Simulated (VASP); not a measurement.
Computed with PBEsol GGA, VASP's PBE PAW potentials (set 64) (plane waves; VASP 6.6.1).

The input files of a VASP run:

### POSCAR
```
Sb
1
    5.2260089584     0.0000000000    -0.0000000000
   -2.6130044792     4.5258565406     0.0000000000
    0.0000000000     0.0000000000     6.2432131297
Sb
4
Direct
  0.3333330000   0.6666670000   0.0202005114
  0.6666670000   0.3333330000   0.5202005114
  0.6666670000   0.3333330000   0.9797994886
  0.3333330000   0.6666670000   0.4797994886
```

**KPOINTS**
```
Automatic
0
G
6 6 5
```

### INCAR
```
SIGMA = 0.1
NSW = 60   ! most ionic steps
NELM = 100   ! most electronic steps
PREC = Accurate
EDIFF = 1E-6   ! SCF stop (eV)
IBRION = 2
LASPH = .TRUE.
GGA = PS   ! PBEsol
LMAXMIX = 4
ISIF = 3   ! ions, shape and volume
LREAL = .FALSE.
LCHARG = .FALSE.
EDIFFG = -0.02
ENCUT = 400
ISMEAR = 1   ! Methfessel-Paxton
ALGO = Normal   ! blocked Davidson
LWAVE = .FALSE.
SYSTEM = Sb
```

POTCAR, in this order: Sb (PBE.64 set). Program: vasp_std.

The run wrote:

OSZICAR:
```
       N       E                     dE             d eps       ncg     rms          rms(c)
DAV:   1     0.816631383828E+02    0.81663E+02   -0.58356E+03   588   0.895E+02
DAV:   2    -0.107069158918E+02   -0.92370E+02   -0.90218E+02   740   0.160E+02
DAV:   3    -0.173210043129E+02   -0.66141E+01   -0.63166E+01   774   0.460E+01
DAV:   4    -0.174246865342E+02   -0.10368E+00   -0.10342E+00   698   0.687E+00
DAV:   5    -0.174271476465E+02   -0.24611E-02   -0.24608E-02   900   0.116E+00    0.385E+00
DAV:   6    -0.173831625058E+02    0.43985E-01   -0.21313E-02   656   0.718E-01    0.232E+00
DAV:   7    -0.173583336748E+02    0.24829E-01   -0.48033E-02   710   0.109E+00    0.852E-02
DAV:   8    -0.173591003409E+02   -0.76667E-03   -0.15051E-03   690   0.244E-01    0.234E-02
DAV:   9    -0.173592126431E+02   -0.11230E-03   -0.12504E-04   760   0.631E-02    0.138E-02
DAV:  10    -0.173592473076E+02   -0.34665E-04   -0.64713E-05   684   0.402E-02    0.532E-03
DAV:  11    -0.173592492632E+02   -0.19556E-05   -0.18398E-06   632   0.782E-03    0.170E-03
DAV:  12    -0.173592497654E+02   -0.50214E-06   -0.11598E-06   578   0.597E-03
   1 F= -.17359250E+02 E0= -.17358796E+02  d E =-.173592E+02
       N       E                     dE             d eps       ncg     rms          rms(c)
DAV:   1    -0.174022635630E+02   -0.43014E-01   -0.15078E+00   630   0.653E+00    0.672E-01
DAV:   2    -0.173832316201E+02    0.19032E-01   -0.59213E-02   690   0.153E+00    0.385E-01
DAV:   3    -0.173701742700E+02    0.13057E-01   -0.31738E-02   642   0.946E-01    0.585E-02
DAV:   4    -0.173703707620E+02   -0.19649E-03   -0.16724E-03   714   0.251E-01    0.233E-02
DAV:   5    -0.173704069898E+02   -0.36228E-04   -0.75507E-05   690   0.536E-02    0.970E-03
DAV:   6    -0.173704146800E+02   -0.76901E-05   -0.16427E-05   684   0.224E-02    0.264E-03
DAV:   7    -0.173704169661E+02   -0.22861E-05   -0.38630E-06   648   0.111E-02    0.122E-03
DAV:   8    -0.173704172470E+02   -0.28091E-06   -0.41553E-07   444   0.378E-03
   2 F= -.17370417E+02 E0= -.17370763E+02  d E =-.111675E-01
       N       E                     dE             d eps       ncg     rms          rms(c)
DAV:   1    -0.173755241578E+02   -0.51072E-02   -0.12847E-01   618   0.191E+00    0.195E-01
DAV:   2    -0.173739321574E+02    0.15920E-02   -0.49435E-03   666   0.447E-01    0.111E-01
DAV:   3    -0.173728359306E+02    0.10962E-02   -0.26687E-03   660   0.274E-01    0.172E-02
DAV:   4    -0.173728521305E+02   -0.16200E-04   -0.14091E-04   690   0.730E-02    0.672E-03
DAV:   5    -0.173728552029E+02   -0.30724E-05   -0.72117E-06   684   0.163E-02    0.285E-03
DAV:   6    -0.173728555454E+02   -0.34248E-06   -0.17145E-06   464   0.730E-03
   3 F= -.17372856E+02 E0= -.17373280E+02  d E =-.136058E-01
       N       E                     dE             d eps       ncg     rms          rms(c)
DAV:   1    -0.173749509145E+02   -0.20957E-02   -0.38077E-02   642   0.116E+00    0.637E-02
DAV:   2    -0.173749833877E+02   -0.32473E-04   -0.17055E-03   702   0.235E-01    0.321E-02
DAV:   3    -0.173749294888E+02    0.53899E-04   -0.10516E-04   660   0.572E-02    0.858E-03
DAV:   4    -0.173749255771E+02    0.39117E-05   -0.14158E-05   786   0.204E-02    0.455E-03
DAV:   5    -0.173749261669E+02   -0.58980E-06   -0.78138E-07   420   0.555E-03
   4 F= -.17374926E+02 E0= -.17375371E+02  d E =-.207062E-02
       N       E                     dE             d eps       ncg     rms          rms(c)
DAV:   1    -0.173761436653E+02   -0.12181E-02   -0.63399E-02   642   0.150E+00    0.837E-02
DAV:   2    -0.173761964137E+02   -0.52748E-04   -0.28528E-03   696   0.304E-01    0.413E-02
DAV:   3    -0.173761073413E+02    0.89072E-04   -0.17093E-04   654   0.732E-02    0.112E-02
DAV:   4    -0.173761001843E+02    0.71570E-05   -0.24095E-05   774   0.265E-02    0.578E-03
DAV:   5    -0.173761011627E+02   -0.97842E-06   -0.14460E-06   462   0.741E-03
   5 F= -.17376101E+02 E0= -.17376564E+02  d E =-.324562E-02
       N       E                     dE             d eps       ncg     rms          rms(c)
DAV:   1    -0.173787997866E+02   -0.26996E-02   -0.67458E-02   612   0.139E+00    0.151E-01
DAV:   2    -0.173779332555E+02    0.86653E-03   -0.25962E-03   666   0.295E-01    0.930E-02
DAV:   3    -0.173773752740E+02    0.55798E-03   -0.12871E-03   630   0.168E-01    0.279E-02
DAV:   4    -0.173773766124E+02   -0.13384E-05   -0.26425E-05   702   0.320E-02    0.223E-02
DAV:   5    -0.173773766993E+02   -0.86936E-07   -0.37434E-06   600   0.116E-02
   6 F= -.17377377E+02 E0= -.17377708E+02  d E =-.127554E-02
```

File OUTCAR:
```
------------------------ aborting loop because EDIFF is reached ----------------------------------------
  FORCE on cell =-STRESS in cart. coord.  units (eV):
  Direction    XX          YY          ZZ          XY          YZ          ZX
  --------------------------------------------------------------------------------------
  Total        0.0283126      0.0283126      0.0411958      0.0000000      0.0000000      0.0000000
  in kB        0.3060840      0.3060840      0.4453629      0.0000000      0.0000000      0.0000000
  external PRESSURE =       0.3525103 kB  Pullay stress =       0.0000000 kB
  volume of cell :      148.20
      direct lattice vectors                 reciprocal lattice vectors
     5.193140502  0.000000000  0.000000000     0.192561707  0.111175553 -0.000000000
    -2.596570251  4.497391622  0.000000000    -0.000000000  0.222351106  0.000000000
     0.000000000 -0.000000000  6.345395696     0.000000000 -0.000000000  0.157594585
 POSITION                                       TOTAL-FORCE (eV/Angst)
 -----------------------------------------------------------------------------------
     -0.00000      2.99826      0.14618        -0.000000     -0.000000      0.015431
      2.59657      1.49913      3.31887         0.000000      0.000000      0.015431
      2.59657      1.49913      6.19922         0.000000      0.000000     -0.015431
     -0.00000      2.99826      3.02652        -0.000000     -0.000000     -0.015431
 -----------------------------------------------------------------------------------
    total drift:                                0.000042      0.000174     -0.000000
  FREE ENERGIE OF THE ION-ELECTRON SYSTEM (eV)
  ---------------------------------------------------
  free  energy   TOTEN  =       -17.3773766993 eV

  energy  without entropy=      -17.3783694352  energy(sigma->0) =      -17.37770761

 reached required accuracy - stopping structural energy minimisation
```
(Selected blocks of OUTCAR.)

CONTCAR:
```
Sb
   1.00000000000000
     5.1931405016624375    0.0000000000000000    0.0000000000000000
    -2.5965702508312187    4.4973916216614302    0.0000000000000000
     0.0000000000000000   -0.0000000000000000    6.3453956963853289
  Sb
     4
Direct
     0.3333330000000032    0.6666669999999968    0.0230365833506266
     0.6666669999999968    0.3333330000000032    0.5230365833506264
     0.6666669999999968    0.3333330000000032    0.9769634166493736
     0.3333330000000032    0.6666669999999968    0.4769634166493734
```

**OUTCAR**
```
 val. band max:        5.0857414452   @ k =   0.0000   0.0000   0.2000

 cond. band min:       5.1382611103   @ k =   0.3333   0.3333   0.4000


 Fermi energy:         5.1068134188

 k-point     1 :       0.0000    0.0000    0.0000
  band No.  band energies     occupation
      1      -7.1341      2.00000
      2      -4.7771      2.00000
      3      -3.1132      2.00000
      4       0.0455      2.00000
      5       0.1812      2.00000
      6       1.3863      2.00000
      7       1.3863      2.00000
      8       3.1250      2.00000
      9       3.2549      2.00000
     10       3.2550      2.00000
     11       4.9113      2.01846
     12       4.9114      2.01850
     13       7.1668      0.00000
     14       7.1669      0.00000

 k-point     2 :       0.1667    0.0000    0.0000
  band No.  band energies     occupation
      1      -6.9783      2.00000
      2      -4.6141      2.00000
      3      -3.5336      2.00000
      4      -0.6478      2.00000
      5       0.0632      2.00000
      6       1.1649      2.00000
      7       1.9572      2.00000
      8       2.7723      2.00000
      9       3.0486      2.00000
     10       3.8660      2.00000
     11       4.9757      2.06889
     12       5.4461     -0.00002
     13       7.2399      0.00000
     14       7.7079      0.00000

 k-point     3 :       0.3333    0.0000    0.0000
  band No.  band energies     occupation
      1      -6.5475      2.00000
      2      -4.4220      2.00000
      3      -4.1601      2.00000
      4      -1.8067      2.00000
      5       0.2367      2.00000
      6       0.8196      2.00000
      7       1.9971      2.00000
      8       2.5012      2.00000
      9       2.7178      2.00000
     10       4.4971      2.00000
     11       5.7756     -0.00000
     12       6.5591     -0.00000
     13       7.9968      0.00000
     14       8.7319      0.00000

 k-point     4 :       0.5000    0.0000    0.0000
  band No.  band energies     occupation
...
```

Unless said otherwise, spin-orbit coupling is left out, though it shifts the bands of the heavy elements here.

The structure was generated: Sb was put into the lonsdaleite type (P6_3/mmc), which need not be its known phase. This run relaxes it. Symmetry was kept, so distortions that lower it aren't found. The start is the result of an earlier pass.
